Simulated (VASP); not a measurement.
```
CELL_PARAMETERS angstrom
      1.80290   -11.01165     0.00000
      1.80290    11.01165     0.00000
      0.00000     0.00000     3.82771
ATOMIC_POSITIONS crystal
  Si 0.97035 0.02965 0.25000
  Si 0.02965 0.97035 0.75000
  Si 0.25015 0.74985 0.25000
  Si 0.74985 0.25015 0.75000
  Ba 0.61821 0.38179 0.25000
  Ba 0.38179 0.61821 0.75000
```

Method: PBEsol GGA, VASP's PBE PAW potentials (set 64) (plane waves; VASP). Settings: 400 eV cut-off, 10×10×9 Γ-centred mesh, tetrahedra with Blöchl corrections, potentials Si Ba_sv.

The cores are frozen, which limits the accuracy of field gradients.

Q: Give the principal components of the electric field gradient (V/Å²) and the asymmetry η at each nucleus.

A: 
```
atom     Vxx    Vyy    Vzz     η
----  ------  -----  -----  ----
Si1    -22.7  -20.7   43.4  0.05
Si2    -22.7  -20.7   43.4  0.05
Si3     14.3    9.1  -23.4  0.22
Si4     14.3    9.1  -23.4  0.22
Ba5   -136.3   -4.1  140.4  0.94
Ba6   -136.3   -4.1  140.4  0.94
```

The structure was generated: BaSi2 was put into the C49 type (Cmcm), which need not be its known phase. It was relaxed first.
